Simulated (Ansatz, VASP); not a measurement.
## Nb (Nb (Im-3m)): VASP beside Ansatz

Aim: how closely do two programs agree when they are given the same cell, functional and k mesh? The two relaxations start from unlike cells of this crystal (the structure described is Ansatz's start), so only their ends are compared.

Program: Ansatz 0.2.0. Level of theory: plane waves, with VASP 6.6.1 beside it; relaxation of cell and atoms at PBE with D3(BJ). Results are calculated unless marked as measured.

### 1. The structure

The structure is cubic, space group Im-3m (No. 229). Conventional cell: a = 3.306 Å, b = 3.306 Å, c = 3.306 Å, α = 90.00°, β = 90.00°, γ = 90.00°. Nearest to Nb lie 8 Nb at 2.86 Å.

As a file:

```xyz
1
Lattice="-1.6531 1.6531 1.6531 1.6531 -1.6531 1.6531 1.6531 1.6531 -1.6531" Properties=species:S:1:pos:R:3 pbc="T T T"
Nb    0.0000    0.0000    0.0000
```

### 2. VASP: relaxation of cell and atoms, PBE with D3(BJ)

The relaxed volume is the usual yardstick between codes: in a stiff, nearly cubic crystal its relative difference is about their pressure difference at one cell divided by the bulk modulus.

Lines of VASP's logs that name or quote its potential files are left out, and so is its time.

Contents of INCAR:

```
SYSTEM = Nb
PREC = Accurate
ENCUT = 500
EDIFF = 1E-07
NELM = 120
ISMEAR = 1
SIGMA = 0.1
LREAL = .FALSE.
ALGO = Normal
GGA = PE
IVDW = 12
NBANDS = 12
LASPH = .TRUE.
LORBIT = 11
LWAVE = .FALSE.
LCHARG = .FALSE.
ISIF = 3
IBRION = 2
NSW = 80
EDIFFG = -0.005
GGA_COMPAT = .FALSE.
NELMIN = 4
```

Contents of POSCAR:

```
Nb
1.0
   -1.6311565691      1.6311565691      1.6311565691
    1.6311565691     -1.6311565691      1.6311565691
    1.6311565691      1.6311565691     -1.6311565691
Nb
1
Direct
    0.0000000000      0.0000000000      0.0000000000
```

Contents of KPOINTS:

```
Automatic mesh
0
Gamma
16 16 16
0 0 0
```

Potentials, in the order of the species: Nb_sv (PBE family, release 64).

On the command line:

```sh
mpirun -np 1 vasp_std
```

Numbers of over 12 decimals in the logs are rounded to 6 here.

Output:

```text
[banner, memory and clock lines left out]
running    1 mpi-ranks, on    1 nodes
 distrk:  each k-point on    1 cores,    1 groups
 distr:  one band on    1 cores,    1 groups

 POSCAR found type information on POSCAR Nb
 POSCAR found :  1 types and       1 ions
 LDA part: xc-table for (Slater+PW92), standard interpolation
 POSCAR, INCAR and KPOINTS ok, starting setup
 FFT: planning ... GRIDC
 FFT: planning ... GRID_SOFT
 FFT: planning ... GRID
 WAVECAR not read
 entering main loop
       N       E                     dE             d eps       ncg     rms          rms(c)
DAV:   1     0.114064411738E+03    0.11406E+03   -0.70872E+03  3488   0.105E+03
DAV:   2    -0.608004758669E+01   -0.12014E+03   -0.11586E+03  3732   0.385E+02
DAV:   3    -0.103217655870E+02   -0.42417E+01   -0.40659E+01  5056   0.640E+01
DAV:   4    -0.105747351993E+02   -0.25297E+00   -0.25125E+00  4772   0.140E+01
DAV:   5    -0.105842966647E+02   -0.95615E-02   -0.95583E-02  5084   0.233E+00    0.755E+00
DAV:   6    -0.102333839524E+02    0.35091E+00   -0.54652E-01  5624   0.945E+00    0.270E+00
DAV:   7    -0.101947737149E+02    0.38610E-01   -0.17359E-01  5740   0.531E+00    0.945E-01
DAV:   8    -0.102007521809E+02   -0.59785E-02   -0.12730E-02  4044   0.150E+00    0.344E-02
DAV:   9    -0.102008130822E+02   -0.60901E-04   -0.97135E-04  5292   0.258E-01    0.456E-02
DAV:  10    -0.102008319237E+02   -0.18841E-04   -0.37634E-05  4172   0.752E-02    0.198E-02
DAV:  11    -0.102008248391E+02    0.70846E-05   -0.69106E-06  4564   0.445E-02    0.353E-03
DAV:  12    -0.102008244519E+02    0.38720E-06   -0.40200E-07  4888   0.693E-03    0.251E-03
DAV:  13    -0.102008242634E+02    0.18858E-06   -0.14627E-08  2500   0.158E-03    0.288E-04
DAV:  14    -0.102008242564E+02    0.69308E-08   -0.32487E-09  2196   0.968E-04
   1 F= -.10965485E+02 E0= -.10965424E+02  d E =-.109655E+02
 curvature:   0.00 expect dE= 0.000E+00 dE for cont linesearch  0.000E+00
 trial: gam= 0.00000 g(F)=  0.646E-63 g(S)=  0.663E-05 ort = 0.000E+00 (trialstep = 0.100E+01)
 search vector abs. value=  0.663E-05
 bond charge predicted
       N       E                     dE             d eps       ncg     rms          rms(c)
DAV:   1    -0.102001707743E+02    0.65349E-03   -0.37576E-03  4748   0.873E-01    0.952E-02
DAV:   2    -0.102000425842E+02    0.12819E-03   -0.28220E-04  5132   0.219E-01    0.276E-02
DAV:   3    -0.102000274175E+02    0.15167E-04   -0.10371E-04  6240   0.102E-01    0.168E-02
DAV:   4    -0.102000314798E+02   -0.40623E-05   -0.25040E-06  4672   0.161E-02    0.852E-03
DAV:   5    -0.102000361380E+02   -0.46582E-05   -0.72616E-06  5828   0.182E-02    0.372E-03
DAV:   6    -0.102000364266E+02   -0.28859E-06   -0.19437E-07  3752   0.539E-03    0.659E-04
DAV:   7    -0.102000364561E+02   -0.29518E-07   -0.26577E-08  2156   0.176E-03
   2 F= -.10965483E+02 E0= -.10965429E+02  d E =0.249709E-05
 trial-energy change:    0.000002  1 .order    0.000003   -0.000007    0.000013
 step:   0.3859(harm=  0.3396)  dis= 0.00000  next Energy=   -10.965487 (dE=-0.132E-05)
 bond charge predicted
       N       E                     dE             d eps       ncg     rms          rms(c)
DAV:   1    -0.102005733189E+02   -0.53689E-03   -0.14130E-03  4672   0.536E-01    0.582E-02
DAV:   2    -0.102005278452E+02    0.45474E-04   -0.10657E-04  5084   0.135E-01    0.170E-02
DAV:   3    -0.102005226655E+02    0.51797E-05   -0.39499E-05  6264   0.630E-02    0.103E-02
DAV:   4    -0.102005229885E+02   -0.32295E-06   -0.91068E-07  4580   0.989E-03    0.528E-03
DAV:   5    -0.102005228616E+02    0.12689E-06   -0.27398E-06  5856   0.112E-02    0.227E-03
DAV:   6    -0.102005226431E+02    0.21848E-06   -0.65706E-08  2684   0.331E-03    0.459E-04
DAV:   7    -0.102005225884E+02    0.54715E-07   -0.20298E-08  1936   0.191E-03
   3 F= -.10965487E+02 E0= -.10965428E+02  d E =-.125972E-05
 curvature:  -0.17 expect dE=-0.699E-08 dE for cont linesearch -0.699E-08
 trial: gam= 0.00000 g(F)=  0.243E-62 g(S)=  0.414E-07 ort =-0.524E-06 (trialstep = 0.877E+00)
 search vector abs. value=  0.415E-07
 reached required accuracy - stopping structural energy minimisation
```

OUTCAR, selected parts (step 2):

```text
ion  position               nearest neighbor table
   1  0.000  0.000  0.000-

  LATTYP: Found a body centered cubic cell.
 ALAT       =     3.2623131382

 Subroutine GETGRP returns: Found 48 space group operations
 (whereof 48 operations were pure point group operations)

The static configuration has the point symmetry O_h .

 Found    145 irreducible k-points:

   k-points           NKPTS =    145   k-points in BZ     NKDIM =    145   number of bands    NBANDS=     12

   dimension x,y,z NGX =    24 NGY =   24 NGZ =   24
   dimension x,y,z NGXF=    48 NGYF=   48 NGZF=   48

   ENCUT  =  500.0 eV  36.75 Ry    6.06 a.u.   5.15  5.15  5.15*2*pi/ulx,y,z

   NELECT =      13.0000    total number of electrons

 k-points in reciprocal lattice and weights: Automatic mesh
   0.00000000  0.00000000  0.00000000       0.000
   0.06250000  0.00000000  0.00000000       0.003
   0.12500000  0.00000000  0.00000000       0.003
   0.18750000  0.00000000  0.00000000       0.003
   0.25000000  0.00000000  0.00000000       0.003
   0.31250000  0.00000000  0.00000000       0.003
   0.37500000  0.00000000  0.00000000       0.003
   0.43750000  0.00000000  0.00000000       0.003
   0.50000000  0.00000000  0.00000000       0.001
[...]
0.50000000  0.50000000  0.43750000       0.003
   0.50000000  0.50000000  0.50000000       0.000

 Edisp (eV)   -0.76545

 average (electrostatic) potential at core
       1 -76.1354

 E-fermi :  11.7104

 k-point     1 :       0.0000    0.0000    0.0000
  band No.  band energies     occupation
      1     -42.6129      2.00000
      2     -17.8253      2.00000
      3     -17.8253      2.00000
      4     -17.8253      2.00000
      5       5.6976      2.00000
      6      12.0639     -0.00001
      7      12.0639     -0.00001
      8      12.0639     -0.00001
      9      15.0983      0.00000
     10      15.0983      0.00000
    ...

 k-point     2 :       0.0625    0.0000    0.0000
  band No.  band energies     occupation
      1     -42.6024      2.00000
      2     -17.8883      2.00000
      3     -17.8443      2.00000
      4     -17.8259      2.00000
      5       5.8666      2.00000
      6      11.9582     -0.00256
      7      12.0387     -0.00004
      8      12.2259     -0.00000
      9      14.9327      0.00000
     10      15.0978      0.00000
    ...

 k-point     3 :       0.1250    0.0000    0.0000
  band No.  band energies     occupation
    ...
      2     -18.0651      2.00000
      3     -17.8978      2.00000
      4     -17.8276      2.00000
      5       6.3429      2.00000
      6      11.6727      1.59077
      7      11.9278     -0.00877
      8      12.7047     -0.00000
      9      14.6147      0.00000
     10      15.1075      0.00000
     11      26.5041      0.00000
    ...

 Edisp (eV)   -0.76496

  Total       0.00053     0.00053     0.00053     0.00000     0.00000    -0.00000
  in kB       0.04937     0.04937     0.04937     0.00000     0.00000    -0.00000
  external pressure =        0.05 kB  Pullay stress =        0.00 kB

  energy-cutoff  :      500.00
  volume of cell :       17.35
      direct lattice vectors                 reciprocal lattice vectors
    -1.630950971  1.630950971  1.630950971     0.000000000  0.306569608  0.306569608
     1.630950971 -1.630950971  1.630950971     0.306569608  0.000000000  0.306569608
     1.630950971  1.630950971 -1.630950971     0.306569608  0.306569608  0.000000000

 POSITION                                       TOTAL-FORCE (eV/Angst)
 -----------------------------------------------------------------------------------
      0.00000     -0.00000      0.00000         0.000000     -0.000000     -0.000000
 -----------------------------------------------------------------------------------
    total drift:                                0.000000      0.000000     -0.000000

  FREE ENERGIE OF THE ION-ELECTRON SYSTEM (eV)
  ---------------------------------------------------
  free  energy   TOTEN  =       -10.9654866930 eV

  energy  without entropy=      -10.9653114708  energy(sigma->0) =      -10.96542829

 reached required accuracy - stopping structural energy minimisation

 total charge
# of ion       s       p       d       tot
------------------------------------------
    1        2.228   6.000   2.558  10.787

[... 3 further parts left out ...]
```

CONTCAR:

```
Nb
   1.00000000000000
    -1.6309509706211980    1.6309509706211980    1.6309509706211980
     1.6309509706211980   -1.6309509706211980    1.6309509706211980
     1.6309509706211980    1.6309509706211980   -1.6309509706211980
  Nb
     1
Direct
     0.0000000000000000    0.0000000000000000    0.0000000000000000
```

This run has no spin polarisation. Its electron count is odd, so without a moment it is a metal by construction. Dispersion corrections of this kind ignore metallic screening and tend to overbind metals. The run keeps the 48 symmetry operations of its start, so it cannot find a distortion of lower symmetry.

### 3. Ansatz: relaxation of cell and atoms, PBE with D3(BJ)

Ansatz runs on its default PAW (the set named soft_2) files.

Its own start cell and the same functional, mesh and smearing now go to Ansatz.

Contents of input.yaml:

```yaml
crystal:
  lattice:
    - [-1.65315, 1.65315, 1.65315]
    - [1.65315, -1.65315, 1.65315]
    - [1.65315, 1.65315, -1.65315]
  atoms:
    - { symbol: Nb, position: [0.0, 0.0, 0.0] }
basis:
  ecutwfc: 420
  xc_grid: 2
hamiltonian:
  xc: pbe
  dispersion: d3bj
kpoints:
  mp_grid: { grid: [16, 16, 16] }
scf:
  occupations: { method: methfessel_paxton, width: 0.1 }
  max_iter: 120
relax:
  f_tol: 0.005
  max_steps: 60
  cell: {}
output:
  forces: true
  stress: true
checkpoint:
  write: "../cell.run"
  compress: false
  write_wavefunctions: false
  write_every: 100000
```

On the command line:

```sh
ansatz run input.yaml --threads 4 --pin off --max-ram 14131MiB --backend cpu --events-out ev --progress --plain --runs-dir out
```

Output:

```text
Engine: ansatz 0.2.0, aarch64-unknown-linux-gnu
Pseudopotentials: kind: paw
Pseudopotential: Nb, paw, valence charge 13, recommended cutoff 420 eV (normal), Nb.paw.azcp
Functional definition: PBE
  parameter kappa = 0.804
  parameter beta = 0.066725
  exchange = pbe_x(kappa = kappa, mu = beta*pi^2/3)
  correlation = pbe_c(beta = beta)
Crystal: 1 atoms, lattice volume = 18.072 Å³
Basis set: ecut = 420 eV, 369 PW (Γ), exchange–correlation on 40×40×40 points (8 copies of the dense FFT grid, shifted against one another)
Bands: 11, of which v1, the nominal top of the filled ones, is band 7 counted from 1 (6 counted from 0)
Symmetry: 48 space group operations
Space group: Im-3m (ITA 229), of the structure as read, at distance tolerance 2.6e-5 Å
k-points: 145 of 4096
Non-local potential: Nb, projectors of the file, l = 0: 3, l = 1: 2, l = 2: 2, l = 3: 1
PAW form: soft (Blöchl's): semilocal exchange-correlation on the pseudo side does not see the compensation charge
PAW one-centre angular grid: Nb, 590 points (default); XC on 64 Gauss nodes
Initial density: superposition of atomic densities (neutral atoms: chi_scale 0, normalization atom), corrected by the library's trained network
Initial wavefunctions: pseudopotential atomic-orbital guess
Functional: x = pbe(κ = 0.804, μ = 0.219515), c = pbe(β = 0.066725)
SCF iter   1: F=—  HF=-4553.018299 eV  |F-HF|=—  |Δ(HF+E_count)|=         —  Δρ=3.43e-3  dr2=1.60e-3  ethr=1.77e-3  ⟨swp⟩=5.0  Hψ=9184  notcnv=0
preconditioner: auto → none  [metal: Δε(μ)=0.010 eV  Ē_g=7.585 eV  σ=0.100 eV  W_gap=0.09  n_scr=0 (ndim 8)  ℏωp=19.5 eV  f_vac=0.000  D(μ)=1.62/eV (n_scr^D=18)]
SCF iter   2: F=—  HF=-4553.018025 eV  |F-HF|=—  |Δ(HF+E_count)|=   2.74e-4  S|Δr|=    0.00e0  Δρ=1.37e-3  dr2=1.57e-4  ethr=1.23e-5  ⟨swp⟩=2.4  Hψ=3418  notcnv=0
SCF iter   3: F=—  HF=-4553.018040 eV  |F-HF|=—  |Δ(HF+E_count)|=   1.56e-5  S|Δr|=    0.00e0  Δρ=4.35e-4  dr2=1.68e-5  ethr=1.20e-6  ⟨swp⟩=1.0  Hψ=1555  notcnv=0
SCF iter   4: F=—  HF=-4553.018042 eV  |F-HF|=—  |Δ(HF+E_count)|=   2.13e-6  S|Δr|=    0.00e0  Δρ=2.96e-5  dr2=3.99e-8  ethr=7.69e-10  ⟨swp⟩=3.9  Hψ=5901  notcnv=0
SCF iter   5: F=-4553.018043 eV  HF=-4553.018043 eV  |F-HF|=4.78e-10  |Δ(HF+E_count)|=   1.45e-8  S|Δr|=    0.00e0  Δρ=4.44e-6  dr2=1.01e-9  ethr=3.07e-10  ⟨swp⟩=2.0  Hψ=5421  notcnv=0
SCF 1 converged in 5 iterations: F = -4553.018043 eV  dr2 = 1.01e-9
  greatest PAW one-centre occupation: 0.998 electrons in one spin orbital (limit 2), on the Nb atom at site 0 (counted from 0), in its partial waves of l = 0
relax step   1: F+E_penalty+E_count = -4553.01804250 eV  Δ(F+E_penalty+E_count) = +0.000e0 eV  max|allowed force component| = 0.000e0 eV/Å  Δτ_max = 0.0000 Å  P = -6.493 GPa  Ω = 18.072 Å³  (5 SCF iters, dr2 threshold 1.00e-7 eV, accepted)
[...]
relax step   2: F+E_penalty+E_count = -4552.93936410 eV  Δ(F+E_penalty+E_count) = +7.868e-2 eV  max|allowed force component| = 0.000e0 eV/Å  Δτ_max = 0.0000 Å  P = +20.854 GPa  Ω = 15.852 Å³  energy of the carried Pulay correction = +4.383e-4 eV  (5 SCF iters, dr2 threshold 1.00e-7 eV, rejected (line search))
[...]
relax step   3: F+E_penalty+E_count = -4553.03206816 eV  Δ(F+E_penalty+E_count) = -1.403e-2 eV  max|allowed force component| = 0.000e0 eV/Å  Δτ_max = 0.0000 Å  P = -1.019 GPa  Ω = 17.490 Å³  energy of the carried Pulay correction = +1.095e-4 eV  (7 SCF iters, accepted)
[...]
relax step   4: F+E_penalty+E_count = -4553.03239825 eV  Δ(F+E_penalty+E_count) = -3.301e-4 eV  max|allowed force component| = 0.000e0 eV/Å  Δτ_max = 0.0000 Å  P = +0.070 GPa  Ω = 17.386 Å³  energy of the carried Pulay correction = +1.295e-4 eV  (3 SCF iters, dr2 threshold 1.00e-7 eV, accepted)
[...]
relax step   5: F+E_penalty+E_count = -4553.03239844 eV  Δ(F+E_penalty+E_count) = -1.886e-7 eV  max|allowed force component| = 0.000e0 eV/Å  Δτ_max = 0.0000 Å  P = -0.000 GPa  Ω = 17.393 Å³  energy of the carried Pulay correction = +1.282e-4 eV  (2 SCF iters, dr2 threshold 1.21e-8 eV, accepted)
[...]
relax step   6: F+E_penalty+E_count = -4553.03226817 eV  Δ(F+E_penalty+E_count) = +1.303e-4 eV  max|allowed force component| = 0.000e0 eV/Å  Δτ_max = 0.0000 Å  P = -0.000 GPa  Ω = 17.393 Å³  stress off target by 2.48e-4 GPa  SCF on the basis re-selected at this cell (its energy is not comparable with the rows above)  (5 SCF iters)
basis re-selected at this cell: Δ(F+E_penalty+E_count) = +1.303e-4 eV, ΔP = -0.000 GPa vs the last step (what re-selecting the basis moved, of the pressure what is left beyond the Pulay correction that the steps carried, after the strain that the cell walked since its last selection, with what the two solves' SCF thresholds leave and, on support functions, any second-order correction that the steps lacked; it is no measure of the basis error at this ecutwfc). This SCF's stress stands 2.48e-4 GPa from its target on what of the cell is left free (relax.cell.stress_tol is 5.00e-2 GPa) and its largest allowed force component is 0.00e0 eV/Å (relax.f_tol is 5.00e-3 eV/Å): [rest of the remark cut]
SCF converged after 5 iterations
Stability not checked: this state was not tested for a lower state beside it, because cold or Methfessel-Paxton smearing, or corrected tetrahedra, fill the levels in a way that the test cannot read (fill_not_monotonic; see scf.lower_state_search)
Free energy (F): -4553.032268 eV
Harris-Foulkes:  -4553.032268 eV  (|F-HF|=9.09e-13)
Internal energy: -4553.032107 eV  (E = F + TS)
E sigma→0 (E₀):  -4553.032228 eV
Entropy (-TS):   -0.000161 eV (-0.161 meV/atom)
Fermi energy:    18.513722 eV
--- Per-component energies (eV) ---
  E_band       = -57.627682
  E_kinetic    = 396.742279
  E_local      = -672.979375  (includes V_loc(G=0)·N_el)
  E_nonlocal   = 120.158120
  E_hartree    = 210.154845
  E_xc         = -176.276458
  E_vxc        = -213.946337  (∫ρ·V_xc dr)
  E_paw        = -3073.568775  (= ΣΔE_a)
  E_vpaw       = -107.912073  (= ΣTr[D̂ρ^β])
  E_aug_tail   = 0.000007  (compensation charges beyond the density's cutoff)
  E_ewald      = -1356.499362
  E_disp       = -0.763388  (pairwise vdW)
  E_smearing   = -0.000161  (= −TS)
  E_closure    = 0.000000  (closes the sum)
  Σ components = -4553.032268   (vs F -4553.032268, Δ=0.00e0)
--- Forces (eV/Å), atoms counted from 1 ---
  atom   1  Nb    -0.00000000    -0.00000000     0.00000000
  max |Σ_I F_I| component: 3.24e-32 eV/Å
--- Stress (GPa, compression-positive) ---
       -0.000248       0.000000      -0.000000
        0.000000      -0.000248      -0.000000
       -0.000000       0.000000      -0.000248
  P = ⅓ Tr σ = -0.0002 GPa (-0.002 kbar)
--- Relaxed structure (5 steps of the walk, 4 accepted, 1 SCFs on fresh bases) ---
  F+E_penalty+E_count = -4553.03226817 eV   max|allowed force component| = 0.000e0 eV/Å   (the final SCF, on the basis selected at the relaxed cell)
  cell:  # Å, volume = 17.3927 Å³
    - [-1.632183, 1.632183, 1.632183]
    - [1.632183, -1.632183, 1.632183]
    - [1.632183, 1.632183, -1.632183]
  atoms:
    - { symbol: Nb, position: [0.0, 0.0, 0.0] }
```

### 4. Differences

Known differences besides the potentials themselves: the cutoff is 420 eV in Ansatz and 500 eV in VASP; Ansatz adds a Pulay correction to the stress that steers its cell, VASP none. Total energies have different zeros and are not compared.

Both answers:

```
                                         quantity  Ansatz   VASP  difference
                                      volume (Å³)   17.39  17.35     +0.23 %
edge a after relaxation, in the typed setting (Å)   2.827  2.825     +0.07 %
```

### 5. Results

| Property | Result |
| --- | --- |
| difference in volume (relaxation of cell and atoms, PBE with D3(BJ)) | 0.23 % |

In words: The difference in volume is 0.23 % (relaxation of cell and atoms, PBE with D3(BJ)), within the 1.2 % picked in this series as the mark of a large difference, as far as the stopping tolerances let one tell. How closely two codes agree says nothing of how well the functional describes the real material.

[Lines on the potential files, build, host, timing and source positions are cut from VASP's logs without a mark.]

[Logs are printed without paths, hosts, clocks, repeated set-up lines and the standing remarks that a program may print on its own settings, such as how far it seeks lower states.]

[Hosts, paths, dates, database ids (printed as entryN), source tags and the programs' standing remarks are cut or masked in the printed files.]
